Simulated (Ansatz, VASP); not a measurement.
# TaN: VASP beside Ansatz, part 2 of 2

Wanted: the spread between two codes on one cell, functional and k mesh. The cell is taken from a series of runs on this material, whose earlier steps may have relaxed, scaled, displaced or heated it; both programs get it as it stands.

VASP 6.6.1 and Ansatz 0.2.0.

So far: Starting point; VASP: zone-centre phonons, LDA.

### Step 3. Ansatz: zone-centre phonons, LDA

Level of this step: Ansatz beside VASP: Kohn-Sham DFT, plane waves, LDA (Ansatz).

Ansatz runs on its PAW soft_1 files.

The same cell, functional (in two slightly different forms), mesh and smearing now go to Ansatz, which takes its cutoff from its data sets.

Input file input.yaml:

```yaml
crystal:
  lattice:
    - [2.8961363971, 0.0, 0.0]
    - [-1.4480681985, 2.5081276927, 0.0]
    - [0.0, 0.0, 2.908728588]
  atoms:
    - { symbol: "N", position: [0.6666666669, 0.3333333331, 0.0] }
    - { symbol: Ta, position: [-2.0e-10, 2.0e-10, 0.5] }
kpoints:
  mp_grid: { grid: [18, 18, 16] }
hamiltonian:
  xc: lda
  pseudopotentials: { kind: paw, azcp: { folder: soft_1 }, xc_functional: pbe }
scf:
  occupations: { method: methfessel_paxton, width: 0.2 }
output:
  eigenvalues: true
phonons:
  method: dfpt
```

Launch:

```
$ ansatz run input.yaml --threads 4 --pin off --max-ram 10240MiB --backend cpu --events-out ev --progress --plain --runs-dir out
```

Numbers of over 12 decimals in the logs are rounded to 6 here.

Output:

```text
zone centre: on kpoints.mp_grid the ground state, and the responses unless they are solved on pairs of k-points, stand on 819 of the mesh's 5184 k-points, reduced under 4 symmetry operations, with k and −k counted as one. Each operation leaves every solved displacement unchanged or reverses it
Engine: ansatz 0.2.0, aarch64-unknown-linux-gnu
Pseudopotentials: kind: paw
Pseudopotential: N, paw, valence charge 5, recommended cutoff 420 eV (normal), soft_1/N.paw.azcp
Pseudopotential: Ta, paw, valence charge 13, recommended cutoff 420 eV (normal), soft_1/Ta.paw.azcp
Functional definition: SPW92
  exchange = slater_x
  correlation = pw_c
Crystal: 2 atoms, lattice volume = 21.129 Å³
Basis set: ecut = 420 eV, 405 PW (Γ), exchange–correlation on 40×40×40 points (8 copies of the dense FFT grid, shifted against one another)
Bands: 13, of which v1, the nominal top of the filled ones, is band 9 counted from 1 (8 counted from 0)
Symmetry: 12 space group operations
k-points: 819 of 5184 (irreducible under 4 space group operations, time reversal used)
Non-local potential: N, projectors of the file, l = 0: 2, l = 1: 2, l = 2: 1
Non-local potential: Ta, projectors of the file, l = 0: 3, l = 1: 2, l = 2: 2, l = 3: 1
PAW form: soft (Blöchl's): semilocal exchange-correlation on the pseudo side does not see the compensation charge
PAW frozen core: N, regenerated for the run's functional, and the local potential with it (the file was generated under x = pbe(κ = 0.804, μ = 0.219515), c = pbe(β = 0.066725))
PAW frozen core: Ta, regenerated for the run's functional, and the local potential with it (the file was generated under x = pbe(κ = 0.804, μ = 0.219515), c = pbe(β = 0.066725))
PAW one-centre angular grid: N, 110 points (default); XC on 64 Gauss nodes
PAW one-centre angular grid: Ta, 590 points (default); XC on 64 Gauss nodes
Initial density: superposition of atomic densities (chi_scale 0.1, normalization cell, long waves kept (reshape's long-wave potential 0.00 eV rms))
Initial wavefunctions: pseudopotential atomic-orbital guess
Functional: x = slater, c = lda
SCF iter   1: F=—  HF=-10060.066723 eV  |F-HF|=—  |Δ(HF+E_count)|=         —  Δρ=4.84e-2  dr2=2.97e-1  ethr=3.10e-3  ⟨swp⟩=5.0  Hψ=53178  notcnv=0
preconditioner: auto → none  [metal: Δε(μ)=0.063 eV  Ē_g=11.217 eV  σ=0.200 eV  W_gap=0.26  n_scr=8 (ndim 8)  ℏωp=25.5 eV  f_vac=0.000  D(μ)=0.06/eV (n_scr^D=0)  sad-step TF]
SCF iter   2: F=—  HF=-10060.037936 eV  |F-HF|=—  |Δ(HF+E_count)|=   2.88e-2  S|Δr|=    0.00e0  Δρ=3.01e-2  dr2=1.24e-1  ethr=1.65e-3  ⟨swp⟩=1.0  Hψ=17199  notcnv=0
SCF iter   3: F=—  HF=-10060.012172 eV  |F-HF|=—  |Δ(HF+E_count)|=   2.58e-2  S|Δr|=    0.00e0  Δρ=1.47e-3  dr2=2.36e-4  ethr=6.90e-4  ⟨swp⟩=2.8  Hψ=14868  notcnv=0
SCF iter   4: F=—  HF=-10060.012215 eV  |F-HF|=—  |Δ(HF+E_count)|=   4.22e-5  S|Δr|=    0.00e0  Δρ=3.07e-4  dr2=2.12e-5  ethr=1.31e-6  ⟨swp⟩=2.2  Hψ=17131  notcnv=0
SCF iter   5: F=—  HF=-10060.012208 eV  |F-HF|=—  |Δ(HF+E_count)|=   6.38e-6  S|Δr|=    0.00e0  Δρ=2.93e-5  dr2=5.17e-8  ethr=1.18e-7  ⟨swp⟩=2.6  Hψ=16118  notcnv=0
SCF iter   6: F=—  HF=-10060.012208 eV  |F-HF|=—  |Δ(HF+E_count)|=   6.06e-9  S|Δr|=    0.00e0  Δρ=3.77e-6  dr2=1.17e-9  ethr=2.87e-10  ⟨swp⟩=2.2  Hψ=16204  notcnv=0
SCF iter   7: F=—  HF=-10060.012208 eV  |F-HF|=—  |Δ(HF+E_count)|=  1.82e-12  S|Δr|=    0.00e0  Δρ=4.80e-7  dr2=3.76e-11  ethr=6.49e-12  ⟨swp⟩=2.1  Hψ=13937  notcnv=0
SCF iter   8: F=-10060.012208 eV  HF=-10060.012208 eV  |F-HF|=1.82e-12  |Δ(HF+E_count)|=  1.46e-11  S|Δr|=    0.00e0  Δρ=5.11e-8  dr2=2.26e-13  ethr=1.00e-12  ⟨swp⟩=6.0  Hψ=45563  notcnv=0
the search or the solves at the SCF's close seem to have found levels that the self-consistency loop had missed (the run counts 3). By its estimate they hold under 1e-12 electrons; where the run keeps them, the occupations were computed again with them
SCF 1 converged in 8 iterations: F = -10060.012208 eV  dr2 = 2.26e-13
  greatest PAW one-centre occupation: 0.999 electrons in one spin orbital (limit 2), on the Ta atom at site 1 (counted from 0), in its partial waves of l = 0
DFPT response loops at Γ: preconditioner auto → Kerker (q_TF=auto, 2.656 Å⁻¹) (partly filled bands, converged f_vac=0.000); β = 1.00, the filter's whole step (`scf.mixing.beta` (0.50) is not read by the response loops under this deck's `scf.mixing.preconditioner`; to damp them name `kerker` or `kerker_dos`, under which they read `scf.mixing.beta`, and type it under 1.00, their step now; both keys bind the ground state too); Broyden in place of MSR1
SCF converged after 8 iterations
Stability not checked: this state was not tested for a lower state beside it, because cold or Methfessel-Paxton smearing, or corrected tetrahedra, fill the levels in a way that the test cannot read (fill_not_monotonic; see scf.lower_state_search)
Free energy (F): -10060.012208 eV
Harris-Foulkes:  -10060.012208 eV  (|F-HF|=1.82e-12)
Internal energy: -10060.012596 eV  (E = F + TS)
E sigma→0 (E₀):  -10060.012305 eV
Entropy (-TS):   0.000388 eV (0.194 meV/atom)
Fermi energy:    20.124056 eV
--- Per-component energies (eV) ---
  E_band       = -52.044310
  E_kinetic    = 524.389510
  E_local      = -579.959379  (includes V_loc(G=0)·N_el)
  E_nonlocal   = 30.306432
  E_hartree    = 206.505098
  E_xc         = -378.924704
  E_vxc        = -311.024676  (∫ρ·V_xc dr)
  E_paw        = -8176.607864  (= ΣΔE_a)
  E_vpaw       = -128.767274  (= ΣTr[D̂ρ^β])
  E_aug_tail   = 0.000891  (compensation charges beyond the density's cutoff)
  E_ewald      = -1686.061622
  E_core_change = 0.339041  (= ΣΔE_core)
  E_smearing   = 0.000388  (= −TS)
  E_closure    = 0.000000  (closes the sum)
  Σ components = -10060.012208   (vs F -10060.012208, Δ=0.00e0)
--- Band table (eV; the first three rows and the last of 819) ---
  k-point 0: bands = [... 5 lower, 15.7377, 15.7377, 15.8351, 17.1258, 22.8385, 23.7094, 23.7094, 24.1998]
  k-point 1: bands = [... 5 lower, 15.5040, 15.7696, 15.7696, 17.4091, 22.9735, 23.1407, 23.1407, 24.6326]
  k-point 2: bands = [... 5 lower, 14.8050, 15.8613, 15.8613, 18.0049, 22.3590, 22.3590, 23.3441, 25.0026]
  k-point 818: bands = [... 5 lower, 12.5656, 13.3527, 16.0418, 19.1034, 24.5079, 25.1367, 26.4043, 27.4154]
--- Phonons (Γ-DFPT): 4 representative perturbations + reference, on 819 of 5184 k-points (Σ response iterations 12) ---
  k mesh reduced under 4 symmetry operations, with k and −k counted as one. Each operation leaves every solved displacement unchanged or reverses it
  ASR residual: 2.936e-5 → 0.000e0 eV/Å²; symmetrization residual: 1.495e-6 eV/Å²
  ASR residual per site (eV/Å²): 1.56e-5 2.94e-5
  Γ frequencies (cm⁻¹): 0.00 0.00 0.00 525.75 525.75 534.26
  non-analytic LO–TO correction: not included (Born effective charges unavailable; polar crystals: no LO–TO splitting at Γ)
```

### Step 4. Comparison

Known differences besides the potentials themselves: the data sets hold 18 valence electrons in Ansatz (on its PAW soft_1 files) and 16 in VASP; the cutoff is 420 eV in Ansatz and 600 eV in VASP; VASP's log shows a relativistic correction to its local exchange, Ansatz's none. Total energies have different zeros and are not compared.

Both answers:

| quantity | Ansatz | VASP | difference |
| --- | --- | --- | --- |
| optical mode 1 to 2 (cm⁻¹) | 525.8 | 529.3 | -0.67 % |
| optical mode 3 (cm⁻¹) | 534.3 | 537.7 | -0.65 % |

Modes are paired by rising frequency, not by their patterns, so a pair may set unlike modes beside each other; they are those without the splitting of longitudinal modes.

### Step 5. Summary of results

```yaml
r_m_s_difference_of_the_optical_zone_centre_modes_each_program_s_sorted_by_frequency_zone_centre_phonons_lda: 3.5 cm⁻¹
difference_in_optical_mode_1_to_2_zone_centre_phonons_lda: -0.7 %
```

What this shows: The r.m.s. difference of the optical zone-centre modes, each program's sorted by frequency is 3.5 cm⁻¹ (zone-centre phonons, LDA). The data sets hold unlike numbers of valence electrons (18 in Ansatz and 16 in VASP), so part of the differences comes from the potentials. Among the rows given in per cent, the largest difference of the zone-centre phonons, LDA pair is in optical mode 1 to 2, -0.7 %. How closely two codes agree says nothing of how well the functional describes the real material.

[Lines on the potential files, build, host, timing and source positions are cut from VASP's logs without a mark.]

[Logs are printed without paths, hosts, clocks, repeated set-up lines and the standing remarks that a program may print on its own settings, such as how far it seeks lower states.]

[Hosts, paths, dates, database ids (printed as entryN), source tags and the programs' standing remarks are cut or masked in the printed files.]
